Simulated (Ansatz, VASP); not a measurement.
# MgS in two plane-wave programs, part 2 of 2

One calculation is typed for both programs; each brings its own data sets. How far apart do they land? The cell is taken from a series of runs on this material, whose earlier steps may have relaxed, scaled, displaced or heated it; both programs get it as it stands.

VASP 6.6.1 and Ansatz 0.2.0.

So far: Starting point; VASP: zone-centre phonons, PBEsol.

**3. Ansatz: zone-centre phonons, PBEsol**

Level of this step: Ansatz beside VASP: Kohn-Sham DFT, plane waves, PBEsol (Ansatz).

Ansatz runs on norm-conserving files, of PseudoDojo where its log says so.

The same cell, functional and mesh now go to Ansatz.

input.yaml

```yaml
crystal:
  lattice:
    - [-2.8261826921, 0.0, 2.8261826921]
    - [0.0, 2.8261826921, 2.8261826921]
    - [-2.8261826921, 2.8261826921, 0.0]
  atoms:
    - { symbol: Mg, position: [0.0, 0.0, 0.0] }
    - { symbol: S, position: [0.75, 0.75, 0.75] }
kpoints:
  mp_grid: { grid: [8, 8, 8] }
hamiltonian:
  xc: pbesol
  pseudopotentials: { kind: nc, accuracy: standard }
scf:
  occupations: { method: fixed }
output:
  eigenvalues: true
basis:
  ecutwfc: 1142.878
phonons:
  method: dfpt
  dielectric: true
  rigid_motions: translations
```

Launch:

```
$ ansatz run input.yaml --threads 4 --pin off --max-ram 8192MiB --backend cpu --events-out ev --progress --plain --runs-dir out
```

Numbers of over 12 decimals in the logs are rounded to 6 here.

The log of the run:

```text
Warning: basis.ecutwfc = 1142.878 eV is below the records' recommended 1142.878222 eV, and the density's cutoff is lower with it unless basis.ecutrho_ratio is high enough to keep the records' density cutoff: compare with a run at a higher cutoff
Engine: ansatz 0.2.0, aarch64-unknown-linux-gnu
Pseudopotentials: kind: nc
Pseudopotential: Mg, nc, valence charge 10, recommended cutoff 1142.878222 eV (normal), Mg.nc.azcp (PseudoDojo's, or run here from an input of PseudoDojo's; its table is named by hamiltonian.pseudopotentials.accuracy)
Pseudopotential: S, nc, valence charge 6, recommended cutoff 707.496042 eV (normal), S.nc.azcp (PseudoDojo's, or run here from an input of PseudoDojo's; its table is named by hamiltonian.pseudopotentials.accuracy)
Functional definition: PBEsol
  exchange = pbesol_x
  correlation = pbesol_c
Crystal: 2 atoms, lattice volume = 45.147 Å³
Basis set: ecut = 1142.878 eV, 3839 PW (Γ), exchange–correlation on 90×90×90 points (8 copies of the dense FFT grid, shifted against one another)
Bands: 12, of which v1, the nominal top of the filled ones, is band 8 counted from 1 (7 counted from 0)
Symmetry: 24 space group operations
k-points: 95 of 512 (irreducible under 4 space group operations, time reversal used)
Non-local potential: Mg, projectors of the file, l = 0: 2, l = 1: 2
Non-local potential: S, projectors of the file, l = 0: 2, l = 1: 2, l = 2: 2
Initial density: superposition of atomic densities (chi_scale 0.1, normalization cell, long waves kept (reshape's long-wave potential 0.00 eV rms))
Initial wavefunctions: pseudopotential atomic-orbital guess
Functional: x = pbesol(κ = 0.804, μ = 0.123457), c = pbesol(β = 0.046)
SCF iter   1: F=—  HF=-1916.586664 eV  |F-HF|=—  |Δ(HF+E_count)|=         —  Δρ=4.36e-2  dr2=6.30e-1  ethr=3.10e-3  ⟨swp⟩=5.0  Hψ=6449  notcnv=0  defer=138
preconditioner: auto → none  [insulator: Δε(μ)=3.478 eV  Ē_g=11.222 eV  n_scr=14 (ndim 8)  ℏωp=15.6 eV  f_vac=0.000  ε∞_Penn≈2.9]
SCF iter   2: F=—  HF=-1916.388353 eV  |F-HF|=—  |Δ(HF+E_count)|=   1.98e-1  Δρ=1.57e-2  dr2=7.00e-2  ethr=3.10e-3  ⟨swp⟩=3.0  Hψ=2856  notcnv=0  defer=184
SCF iter   3: F=—  HF=-1916.380574 eV  |F-HF|=—  |Δ(HF+E_count)|=   7.78e-3  Δρ=4.55e-3  dr2=6.61e-3  ethr=4.38e-4  ⟨swp⟩=3.3  Hψ=2116  notcnv=0  defer=184
SCF iter   4: F=—  HF=-1916.380722 eV  |F-HF|=—  |Δ(HF+E_count)|=   1.48e-4  Δρ=1.20e-3  dr2=2.66e-4  ethr=4.13e-5  ⟨swp⟩=2.0  Hψ=1600  notcnv=0  defer=184
SCF iter   5: F=—  HF=-1916.380858 eV  |F-HF|=—  |Δ(HF+E_count)|=   1.36e-4  Δρ=8.29e-5  dr2=1.62e-6  ethr=1.66e-6  ⟨swp⟩=2.1  Hψ=1724  notcnv=0  defer=184
SCF iter   6: F=—  HF=-1916.380918 eV  |F-HF|=—  |Δ(HF+E_count)|=   6.03e-5  Δρ=1.99e-5  dr2=5.00e-8  ethr=1.02e-8  ⟨swp⟩=2.9  Hψ=1872  notcnv=0  defer=110
SCF iter   7: F=—  HF=-1916.380918 eV  |F-HF|=—  |Δ(HF+E_count)|=   4.84e-8  Δρ=2.98e-6  dr2=1.28e-9  ethr=3.12e-10  ⟨swp⟩=2.0  Hψ=1898  notcnv=0  defer=113
SCF iter   8: F=-1916.380918 eV  HF=-1916.380918 eV  |F-HF|=1.18e-11  |Δ(HF+E_count)|=  5.31e-10  Δρ=2.50e-7  dr2=2.22e-11  ethr=1.00e-12  ⟨swp⟩=11.5  Hψ=8806  notcnv=0
SCF 1 converged in 8 iterations: F = -1916.380918 eV  dr2 = 2.22e-11
DFPT response loops at Γ: preconditioner auto → none (the input reference at scf.mixing.eps_inf says where Resta's filter doesn't serve); β = 0.50; Broyden in place of MSR1
── the response to a field inside a basis, on 8×8×8 k-points: an SCF that follows is theirs, and a resumed run solves both again ──
Bands: 9, of which v1, the nominal top of the filled ones, is band 8 counted from 1 (7 counted from 0)
k-points: 60 of 512 (irreducible under 6 space group operations, time reversal used)
Initial density: handed on by an earlier stage of this run
Initial wavefunctions: pseudopotential atomic-orbital guess (no wavefunctions were taken with the density)
Eigensolver: Dense (60 Hₖ)
SCF iter   1: F=—  HF=-1916.378982 eV  |F-HF|=—  |Δ(HF+E_count)|=         —  Δρ=4.54e-5  dr2=1.10e-7  ethr=1.00e-1
preconditioner: auto → none  [insulator: Δε(μ)=3.531 eV  Ē_g=8.912 eV  n_scr=14 (ndim 8)  ℏωp=15.6 eV  f_vac=0.015  ε∞_Penn≈4.1]
SCF iter   2: F=-1916.378982 eV  HF=-1916.378982 eV  |F-HF|=1.31e-7  |Δ(HF+E_count)|=   3.76e-7  Δρ=2.21e-5  dr2=2.20e-8  ethr=6.87e-10
SCF 1 converged in 2 iterations: F = -1916.378982 eV  dr2 = 2.20e-8
DFPT response loops at Γ: mixed as the last ones told, above
SCF converged after 8 iterations
Free energy (F): -1916.380918 eV
Harris-Foulkes:  -1916.380918 eV  (|F-HF|=1.18e-11)
Internal energy: -1916.380918 eV  (E = F + TS)
E sigma→0 (E₀):  -1916.380918 eV
Fermi energy:    3.093270 eV
--- Per-component energies (eV) ---
  E_band       = -369.524103
  E_kinetic    = 1028.661680
  E_local      = -1969.718982  (includes V_loc(G=0)·N_el)
  E_nonlocal   = -451.702562
  E_hartree    = 692.035635
  E_xc         = -298.829543
  E_vxc        = -360.835390  (∫ρ·V_xc dr)
  E_ewald      = -916.827148
  E_smearing   = -0.000000  (= −TS)
  E_closure    = 0.000000  (closes the sum)
  Σ components = -1916.380918   (vs F -1916.380918, Δ=0.00e0)
--- Band table (eV; the first three rows and the last of 95) ---
  k-point 0: bands = [... 4 lower, -8.1967, 3.0933, 3.0933, 3.0933, 6.4050, 10.9422, 10.9422, 10.9422]
  k-point 1: bands = [... 4 lower, -8.1067, 2.3889, 3.0389, 3.0389, 7.0815, 10.7529, 11.1209, 11.1209]
  k-point 2: bands = [... 4 lower, -7.8732, 1.1930, 2.9163, 2.9163, 7.9437, 10.7794, 11.1551, 11.1551]
  k-point 94: bands = [... 4 lower, -7.2653, 0.2257, 2.0385, 2.0385, 6.8006, 8.6349, 14.1578, 15.3033]
--- Phonons (Γ-DFPT): 2 representative perturbations + reference, on 95 of 512 k-points (Σ response iterations 6) ---
  k mesh reduced under 4 symmetry operations, with k and −k counted as one. Each operation leaves every solved perturbation unchanged. A smaller set is not considered because the run solves the response to a homogeneous field
  ASR residual: 1.753e-3 → 0.000e0 eV/Å²; symmetrization residual: 2.420e-6 eV/Å²
  ASR residual per site (eV/Å²): 1.75e-3 2.93e-5
  Γ frequencies (cm⁻¹): 0.00 0.00 0.00 332.42 332.42 332.42
  ε∞ (high-frequency dielectric tensor):
        4.152967     0.000000     0.000000
        0.000000     4.152967    -0.000000
        0.000000    -0.000000     4.152967
  ε⁰ (static dielectric tensor: ions relaxed, cell fixed):
        6.705243     0.000000     0.000000
        0.000000     6.705243    -0.000000
        0.000000    -0.000000     6.705243
  ε⁰ − ε∞ (ionic part):
        2.552275     0.000000     0.000000
        0.000000     2.552275     0.000000
        0.000000     0.000000     2.552275
  softest optical mode at Γ: 332.42 cm⁻¹; the repairs (sum rule, projections) moved no ω² at Γ by more than (4.45 cm⁻¹)²
  Born effective charges Z* (e; rows j = field, columns β = displacement):
    site 0:
         1.89137    0.00000    0.00000
         0.00000    1.89137    0.00000
         0.00000   -0.00000    1.89137
    site 1:
        -1.89137   -0.00000   -0.00000
        -0.00000   -1.89137   -0.00000
        -0.00000    0.00000   -1.89137
  Z* charge neutrality: 1.235e-4 e pre-enforcement
  solved inside a basis spanned on kpoints, on 8×8×8 k-points, its susceptibility summed on 12×12×12: ε∞ is read to err by 9.7e-3, Z* by 1.0e-2 e (field_mesh: kpoints solves on kpoints); Z* is corrected for what the basis lacks
  optical modes at Γ without the LO–TO term, one row a degenerate level:
      ω (cm⁻¹)  modes    IR ((D/Å)²/amu)
        332.42      3            17.9096
  optical modes at Γ + LO–TO along q̂ = [1.0000, 0.0000, 0.0000]:
      ω (cm⁻¹)  modes    IR ((D/Å)²/amu)
        332.42      2            11.9397
        422.39      1             5.9699
  optical modes at Γ + LO–TO along q̂ = [0.0000, 1.0000, 0.0000]:
      ω (cm⁻¹)  modes    IR ((D/Å)²/amu)
        332.42      2            11.9397
        422.39      1             5.9699
  optical modes at Γ + LO–TO along q̂ = [0.0000, 0.0000, 1.0000]:
      ω (cm⁻¹)  modes    IR ((D/Å)²/amu)
        332.42      2            11.9397
        422.39      1             5.9699
```

**4. Differences**

Known differences besides the potentials themselves: fixed occupations in Ansatz, narrow Gaussian smearing in VASP; VASP's response is taken on the typed mesh, Ansatz refines its own for the field response alone; the data sets hold 16 valence electrons in Ansatz (on norm-conserving files, of PseudoDojo where its log says so) and 8 in VASP; the cutoff is 1142.88 eV in Ansatz and 600 eV in VASP. Total energies have different zeros and are not compared.

Both answers:

| quantity | Ansatz | VASP | difference |
| --- | --- | --- | --- |
| ε∞ xx | 4.15 | 4.12 | +0.70 % |
| ε∞ yy | 4.15 | 4.12 | +0.70 % |
| ε∞ zz | 4.15 | 4.12 | +0.70 % |
| Born charge of Mg1 (mean of the diagonal) (e) | 1.89 | 1.89 | 0.00 |
| Born charge of S2 (mean of the diagonal) (e) | -1.89 | -1.89 | 0.00 |
| optical mode 1 to 3 (cm⁻¹) | 332.4 | 332.6 | -0.07 % |

Modes are paired by rising frequency, not by their patterns, so a pair may set unlike modes beside each other; they are those without the splitting of longitudinal modes.

**5. Summary of results**

* r.m.s. difference of the optical zone-centre modes, each program's sorted by frequency (zone-centre phonons, PBEsol): 0.22 cm⁻¹
* difference in ε∞ xx (zone-centre phonons, PBEsol): +0.7 %

The r.m.s. difference of the optical zone-centre modes, each program's sorted by frequency is 0.22 cm⁻¹ (zone-centre phonons, PBEsol). The data sets hold unlike numbers of valence electrons (16 in Ansatz and 8 in VASP), so part of the differences comes from the potentials. Among the rows given in per cent, the largest difference of the zone-centre phonons, PBEsol pair is in ε∞ xx, +0.7 %. Such differences can come from data sets, numerical settings and the points named under the comparisons, not from the functional's error against experiment.

[Lines on the potential files, build, host, timing and source positions are cut from VASP's logs without a mark.]

[Logs are printed without paths, hosts, clocks, repeated set-up lines and the standing remarks that a program may print on its own settings, such as how far it seeks lower states.]

[Hosts, paths, dates, database ids (printed as entryN), source tags and the programs' standing remarks are cut or masked in the printed files.]
